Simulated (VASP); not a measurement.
# MnH2Se2 (P-3m1) in VASP: single point with HSE06

Aim: the single point of MnH2Se2 with HSE06.

Everything below comes from runs of VASP 6.6.1. Logs are shortened: lines on timing, memory, paths and dates and some standing lists are left out, and cuts for length are marked.

**1. The crystal as given**

The structure is trigonal, space group P-3m1 (No. 164). The conventional cell has a = 4.055 Å, b = 4.055 Å, c = 5.590 Å, α = 90.00°, β = 90.00°, γ = 120.00°. Mn (site symmetry -3m) is surrounded by 6 Se at 2.66 Å. Around Se (site symmetry 3m) lie 1 H at 1.23 Å. H (site symmetry 3m) is surrounded by 1 Se at 1.23 Å.

The cell was built by a generator and needn't be a form met in nature.

**2. Single point, HSE06**

The input, POSCAR:

```
MnH2Se2
1.0
    2.0274440000      3.5116330000      0.0000000000
   -2.0274440000      3.5116330000      0.0000000000
    0.0000000000      0.0000000000      5.5895080000
Mn Se H
1 2 2
Direct
    0.0000000000      0.0000000000      0.0000000000
    0.3333000000      0.3334000000      0.2260000000
    0.6667000000      0.6666000000      0.7740000000
    0.3333000000      0.3334000000      0.4460000000
    0.6667000000      0.6666000000      0.5540000000
```

The input, INCAR.step1:

```
SYSTEM = MnH2Se2
PREC = Accurate ; ENCUT = 520
EDIFF = 1E-5 ; ISMEAR = -1
SIGMA = 0.1 ; LREAL = .False.
LASPH = .True. ; NELM = 100
ALGO = Normal ; ISIF = 2
LWAVE = .True. ; LCHARG = .False.
NBANDS = 22 ; GGA = PE
```

The input, INCAR.step2:

```
SYSTEM = MnH2Se2
PREC = Accurate ; ENCUT = 520
EDIFF = 1E-7 ; ISMEAR = -1
SIGMA = 0.1 ; LREAL = .False.
LASPH = .True. ; NELM = 100
ALGO = Normal ; ISIF = 2
LWAVE = .False. ; LCHARG = .False.
GGA = PE ; LHFCALC = .True.
HFSCREEN = 0.2079 ; PRECFOCK = Fast
NBANDS = 22 ; ISTART = 1
```

The input, KPOINTS:

```
Automatic mesh
0
Gamma
  3 3 2
  0 0 0
```

Potentials or basis: VASP PAW PBE potentials, release 64 (Mn_pv, Se, H).

On the command line:

```
$ cat potpaw_PBE.64/Mn_pv/POTCAR potpaw_PBE.64/Se/POTCAR potpaw_PBE.64/H/POTCAR > POTCAR
$ cp INCAR.step1 INCAR
$ mpirun -np 1 vasp_std > vasp.out
$ cp INCAR.step2 INCAR
$ mpirun -np 1 vasp_std > vasp.out
```

OUTCAR:

```text
SYSTEM = MnH2Se2
   PREC = Accurate
   ENCUT = 520
   EDIFF = 1E-7
   ISMEAR = -1
   LREAL = .False.
   LASPH = .True.
   NELM = 100
   ISIF = 2
   GGA = PE
   LHFCALC = .True.
   HFSCREEN = 0.2079
   PRECFOCK = Fast
   ISTART = 1

 ion  position               nearest neighbor table
   1  0.000  0.000  0.000-   3 2.66   2 2.66   3 2.66   2 2.66   3 2.66   2 2.66
   2  0.333  0.333  0.226-   4 1.23   1 2.66   1 2.66   1 2.66
   3  0.667  0.667  0.774-   5 1.23   1 2.66   1 2.66   1 2.66
   4  0.333  0.333  0.446-   2 1.23
   5  0.667  0.667  0.554-   3 1.23

  LATTYP: Found a hexagonal cell.
 ALAT       =     4.0548853868
 C/A-ratio  =     1.3784626363

  Lattice vectors:

 A1 = (   2.0274440000,  -3.5116330000,   0.0000000000)
 A2 = (   2.0274440000,   3.5116330000,   0.0000000000)
 A3 = (   0.0000000000,   0.0000000000,   5.5895080000)

Analysis of symmetry for initial positions (statically):
=====================================================================
 Subroutine PRICEL returns:
 Original cell was already a primitive cell.

 Routine SETGRP: Setting up the symmetry group for a
 hexagonal supercell.

 Subroutine GETGRP returns: Found  4 space group operations
 (whereof  4 operations were pure point group operations)
 out of a pool of 24 trial point group operations.

The static configuration has the point symmetry C_2h.

Analysis of symmetry for dynamics (positions and initial velocities):
=====================================================================
 Subroutine PRICEL returns:
 Original cell was already a primitive cell.

 Routine SETGRP: Setting up the symmetry group for a
 hexagonal supercell.

 Subroutine GETGRP returns: Found  4 space group operations
 (whereof  4 operations were pure point group operations)
 out of a pool of 24 trial point group operations.

The dynamic configuration has the point symmetry C_2h.

 Subroutine INISYM returns: Found  4 space group operations
 (whereof  4 operations are pure point group operations),
 and found     1 'primitive' translations

----------------------------------------------------------------------------------------

                                     Primitive cell

  volume of cell :      79.5906

  direct lattice vectors                    reciprocal lattice vectors
     2.027444000  3.511633000  0.000000000     0.246615936  0.142383899  0.000000000
    -2.027444000  3.511633000  0.000000000    -0.246615936  0.142383899  0.000000000
     0.000000000  0.000000000  5.589508000     0.000000000  0.000000000  0.178906623

  length of vectors
     4.054885387  4.054885387  5.589508000     0.284767615  0.284767615  0.178906623

  position of ions in fractional coordinates (direct lattice)
     0.000000000  0.000000000  0.000000000
     0.333300000  0.333400000  0.226000000
     0.666700000  0.666600000  0.774000000
     0.333300000  0.333400000  0.446000000
     0.666700000  0.666600000  0.554000000

  ion indices of the primitive-cell ions
   primitive index   ion index
                 1           1
                 2           2
                 3           3
                 4           4
                 5           5

----------------------------------------------------------------------------------------

 KPOINTS: Automatic mesh

Automatic generation of k-mesh.
 Grid dimensions read from file:
 generate k-points for:    3    3    2

 Generating k-lattice:

  Cartesian coordinates                     Fractional coordinates (reciprocal lattice)
     0.082205312  0.047461300  0.000000000     0.333333333  0.000000000  0.000000000
    -0.082205312  0.047461300  0.000000000     0.000000000  0.333333333  0.000000000
     0.000000000  0.000000000  0.089453311     0.000000000  0.000000000  0.500000000

  Length of vectors
     0.094922538  0.094922538  0.089453311

  Shift w.r.t. Gamma in fractional coordinates (k-lattice)
     0.000000000  0.000000000  0.000000000

 Subroutine IBZKPT returns following result:
 ===========================================

 Found      8 irreducible k-points:

 Following reciprocal coordinates:
            Coordinates               Weight
  0.000000  0.000000  0.000000      1.000000
  0.333333 -0.000000  0.000000      4.000000
 -0.000000  0.333333  0.000000      2.000000
 -0.333333  0.333333  0.000000      2.000000
  0.000000  0.000000  0.500000      1.000000
  0.333333 -0.000000  0.500000      4.000000
 -0.000000  0.333333  0.500000      2.000000
 -0.333333  0.333333  0.500000      2.000000
   k-points           NKPTS =      8   k-points in BZ     NKDIM =     18   number of bands    NBANDS=     22
   number of dos      NEDOS =    301   number of ions     NIONS =      5
   total plane-waves  NPLWV =  37800
   dimension x,y,z NGX =    30 NGY =   30 NGZ =   42
   dimension x,y,z NGXF=    60 NGYF=   60 NGZF=   84
   ions per type =               1   2   2
   NGX,Y,Z   is equivalent  to a cutoff of  12.30, 12.30, 12.49 a.u.
   NGXF,Y,Z  is equivalent  to a cutoff of  24.60, 24.60, 24.98 a.u.
 SYSTEM =  MnH2Se2
   PREC   = accura    normal or accurate (medium, high low for compatibility)
   ISTART =      1    job   : 0-new  1-cont  2-samecut
   ICHARG =      0    charge: 1-file 2-atom 10-const
   ISPIN  =      1    spin polarized calculation?
   LNONCOLLINEAR =      F non collinear calculations
   LSORBIT =      F    spin-orbit coupling
   LASPH  =      T    aspherical Exc in radial PAW
   ENCUT  =  520.0 eV  38.22 Ry    6.18 a.u.   7.54  7.54 10.39*2*pi/ulx,y,z
   NELM   =    100;   NELMIN=  2; NELMDL=  0     # of ELM steps
   EDIFF  = 0.1E-06   stopping-criterion for ELM
   LREAL  =      F    real-space projection
   EDIFFG = 0.1E-05   stopping-criterion for IOM
   NSW    =      0    number of steps for IOM
   IBRION =     -1    ionic relax: 0-MD 1-quasi-New 2-CG
   NFREE  =      0    steps in history (QN), initial steepest desc. (CG)
   ISIF   =      2    stress and relaxation
   ISYM   =      3    0-nonsym 1-usesym 2-fastsym
   POTIM  = 0.5000    time-step for ionic-motion
   TEBEG  =    0.0;   TEEND  =   0.0 temperature during run
   PSTRESS=    0.0 pullay stress
   NELECT =      27.0000    total number of electrons
   NUPDOWN=      -1.0000    fix difference up-down
   EMIN   =  10.00;   EMAX   =-10.00  energy-range for DOS
   EFERMI =   0.00;   METHOD = LEGACY
   ISMEAR =    -1;   SIGMA  =   0.10  broadening in eV -4-tet -1-fermi 0-gaus
   EFERMI_NEDOS =   21; number of points for ismear=-14 and -15
   IALGO  =     38    algorithm
   IMIX   =      1    mixing-type and parameters
     AMIX     =   0.40;   BMIX     =  1.00
     AMIX_MAG =   1.60;   BMIX_MAG =  1.00
  volume/ion in A,a.u.               =      15.92       107.42
  Fermi-wavevector in a.u.,A,eV,Ry     =   1.141762  2.157617 17.736831  1.303620
  Thomas-Fermi vector in A             =   2.278461
   LORBIT       =      0    0 simple, 1 ext, 2 COOP (PROOUT), +10 PAW based schemes
   GGA     = PE    functional components
   LHFCALC =     T    Hartree Fock is set to
   PRECFOCK=fast      Normal, Fast or Accurate (Low or Medium for compatibility)
   ENCUT4O =  -1.0   cutoff for four orbital integrals eV
   NKREDX  =     1    reduce k-point grid by
   NKREDY  =     1    reduce k-point grid by
   NKREDZ  =     1    reduce k-point grid by
   AEXX    =    0.2500 exact exchange contribution
   HFSCREEN=    0.2079 screening length (either q_TF or 0.3 A-1)
   HFSCREENC=   0.2079 screening length for correlation (either q_TF or 0.3 A-1)
   ENCUTFOCK=  -1.0 apply spherical cutoff to Coloumb kernel
   IVDW    =     0    specifies the selected vdW correction
   LEPSILON=     F    determine dielectric tensor
   LRPA    =     F    only Hartree local field effects (RPA)
 non-spin polarized calculation
  energy-cutoff  :      520.00
  volume of cell :       79.59
 maximum number of plane-waves:      2163
 NGX is ok and might be reduce to    30
  NGX = 16; NGY = 16; NGZ = 24

 number of electron      27.0000017 magnetization

 Free energy of the ion-electron system (eV)
  ---------------------------------------------------
  ext. energy  EPLUGINS =         0.00000000
  ---------------------------------------------------
  free energy    TOTEN  =       -25.72375599 eV

  energy without entropy =      -25.64575627  energy(sigma->0) =      -25.68475613

 E-fermi :   2.7967     XC(G=0):  -7.6962

 val. band max:        2.6775363422   @ k =   0.3333  -0.0000   0.5000
 cond. band min:       2.9816496750   @ k =  -0.3333   0.3333   0.5000
 fundamental gap:      0.3041133328
 Fermi energy:         2.7967251616

 k-point     1 :       0.0000    0.0000    0.0000
  band No.  band energies     occupation
      1     -48.6436      2.00000
      2     -48.4324      2.00000
      3     -48.0482      2.00000
      4     -13.8958      2.00000
      5     -12.3700      2.00000
      6      -5.9584      2.00000
[... 14 lines left out ...]
     21      11.0145      0.00000
     22      13.2867      0.00000

 k-point     2 :       0.3333   -0.0000    0.0000
  band No.  band energies     occupation
      1     -48.6426      2.00000
      2     -48.4337      2.00000
      3     -48.0486      2.00000
      4     -13.3819      2.00000
      5     -12.5218      2.00000
      6      -5.1111      2.00000
[... 14 lines left out ...]
     21      10.6547      0.00000
     22      11.7455      0.00000

 k-point     3 :      -0.0000    0.3333    0.0000
  band No.  band energies     occupation
      1     -48.6438      2.00000
      2     -48.4344      2.00000
      3     -48.0488      2.00000
      4     -13.3826      2.00000
      5     -12.5218      2.00000
      6      -5.1149      2.00000
[... 14 lines left out ...]
     21      10.6599      0.00000
     22      11.7441      0.00000
[... 76 lines left out ...]
 k-point     7 :      -0.0000    0.3333    0.5000
  band No.  band energies     occupation
      1     -48.6437      2.00000
      2     -48.4345      2.00000
      3     -48.0488      2.00000
      4     -13.0668      2.00000
      5     -12.8735      2.00000
      6      -4.9634      2.00000
[... 14 lines left out ...]
     21      12.3728      0.00000
     22      12.3734      0.00000

 k-point     8 :      -0.3333    0.3333    0.5000
  band No.  band energies     occupation
      1     -48.6428      2.00000
      2     -48.4349      2.00000
      3     -48.0489      2.00000
      4     -12.8319      2.00000
      5     -12.8319      2.00000
      6      -4.5114      2.00000
[... 14 lines left out ...]
     21      12.4875      0.00000
     22      12.5318      0.00000

------------------------ aborting loop because EDIFF is reached ----------------------------------------

  FORCE on cell =-STRESS in cart. coord.  units (eV):
  Direction    XX          YY          ZZ          XY          YZ          ZX
  --------------------------------------------------------------------------------------
  -------------------------------------------------------------------------------------
  Total       -4.3962788     -4.1754974     20.7539760      0.1911960      0.2556059     -0.4432070
  in kB      -88.4981612    -84.0537767    417.7825776      3.8488215      5.1454080     -8.9218653
  external PRESSURE =      81.7435466 kB  Pullay stress =       0.0000000 kB

 VOLUME and BASIS-vectors are now :
 -----------------------------------------------------------------------------
  energy-cutoff  :      520.00
  volume of cell :       79.59
      direct lattice vectors                 reciprocal lattice vectors
     2.027444000  3.511633000  0.000000000     0.246615936  0.142383899  0.000000000
    -2.027444000  3.511633000  0.000000000    -0.246615936  0.142383899  0.000000000
     0.000000000  0.000000000  5.589508000     0.000000000  0.000000000  0.178906623

 POSITION                                       TOTAL-FORCE (eV/Angst)
 -----------------------------------------------------------------------------------
      0.00000      0.00000      0.00000         0.000000      0.000000      0.000000
     -0.00020      2.34121      1.26323        -0.078565      0.045360    -10.327844
      0.00020      4.68206      4.32628         0.078565     -0.045360     10.327844
     -0.00020      2.34121      2.49292        -0.045958      0.026534      9.135038
      0.00020      4.68206      3.09659         0.045958     -0.026534     -9.135038
 -----------------------------------------------------------------------------------
    total drift:                                0.000001     -0.000001      0.000004

  FREE ENERGIE OF THE ION-ELECTRON SYSTEM (eV)
  ---------------------------------------------------
  free  energy   TOTEN  =       -25.7237559935 eV

  energy  without entropy=      -25.6457562706  energy(sigma->0) =      -25.68475613
```

Run time: 19 min. Hardware: 1 thread of Intel Xeon Platinum 8559C (Emerald Rapids), shared host; peak memory 0.29 GiB.

Results:

| Quantity | Value |
| --- | --- |
| Free energy | -25.7238 eV |
| Pressure | 8.2 GPa |
| Largest force | 10.328 eV/Å |
| Band gap on the k mesh | none (metal or under the smearing width) |

Forces on the atoms (eV/Å):
```
Mn    0.000   0.000   0.000
Se   -0.079   0.045 -10.328
Se    0.079  -0.045  10.328
H    -0.046   0.027   9.135
H     0.046  -0.027  -9.135
```

Caveat: the k mesh is coarse (spacing up to 0.60 Å⁻¹), so the values aren't converged, least of all with exact exchange; the PAW data sets were made with another functional, which shifts forces and pressure a little; the run has no spin polarisation, though such a crystal can be magnetic. Spin polarisation is off, so any magnetic state and its effect on volume and gap are missing.
